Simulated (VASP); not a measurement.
Ti2Si:

```xyz
6
Lattice="4.1589 0.0000 0.0000 -2.0795 3.6017 0.0000 0.0000 0.0000 6.1559" Properties=species:S:1:pos:R:3 pbc="T T T"
Ti    2.0795    0.0000    0.0000
Ti   -1.0397    1.8009    0.0000
Ti    1.0397    1.8009    0.0000
Ti    0.0000    0.0000    3.0779
Si    0.0000    0.0000    5.2329
Si    0.0000    0.0000    0.9230
```

The cell was built by a generator and needn't be a form met in nature.

| Property | Result |
| --- | --- |
| Program | VASP 6.6.1 |
| Task | relaxation of cell and atoms |
| Functional | PBE |
| Potentials or basis | VASP PAW PBE potentials, release 64 (Ti_sv, Si) |
| Cutoff | 520 eV |
| k mesh | 5 × 5 × 3 |
| Occupations | gaussian, width 0.15 eV |
| Spin | no spin polarisation |

At the start: pressure 89.1 GPa; volume 15.37 Å³/atom.

Where does the relaxation end?

Over 21 steps the energy falls by 2076.3 meV/atom and the volume is 25.34 Å³/atom (+64.9 %); space group P6/mmm (No. 191, to 0.05 Å).

The path:
```csv
step,energy change (eV),largest force (eV/Å),pressure (GPa),volume (Å³)
1,0.0000,13.2950,89.15,92.21
2,140.8528,5.5566,-27.76,257.88
3,75.7468,2.0139,162.49,167.36
4,-2.5957,10.1975,-9.68,231.03
5,-4.6332,9.7665,-2.18,210.78
6,-6.7227,9.4374,-1.52,188.25
7,-7.6659,9.2191,-0.80,177.61
8,-8.1069,9.0900,-0.38,172.43
9,-8.3183,9.0298,-0.10,169.89
10,-11.6932,0.0971,-4.03,167.90
11,-11.7782,1.0072,-4.41,168.52
12,-12.2998,0.0767,0.30,152.43
13,-12.3156,0.1433,0.90,150.66
14,-12.3048,0.6513,2.60,147.15
15,-12.3190,0.2430,1.34,149.82
16,-12.4448,0.3431,0.94,150.14
17,-12.4485,0.3250,0.96,150.13
18,-12.4489,0.3258,0.93,150.13
19,-12.4487,0.3379,0.98,150.14
20,-12.4551,0.2133,-0.23,153.15
21,-12.4576,0.0234,0.00,152.05
```

Final structure:
```
CELL_PARAMETERS angstrom
5.01125 0.00000 0.00000
-2.50563 4.33987 0.00000
0.00000 0.00000 6.99141
ATOMIC_POSITIONS crystal
Ti 0.50000 0.00000 0.00000
Ti 0.00000 0.50000 0.00000
Ti 0.50000 0.50000 0.00000
Ti 0.00000 0.00000 0.50000
Si 0.00000 0.00000 0.83811
Si 0.00000 0.00000 0.16189
```

Caveat: the volume moved by over 15 % at a fixed basis, so the end points are rough.
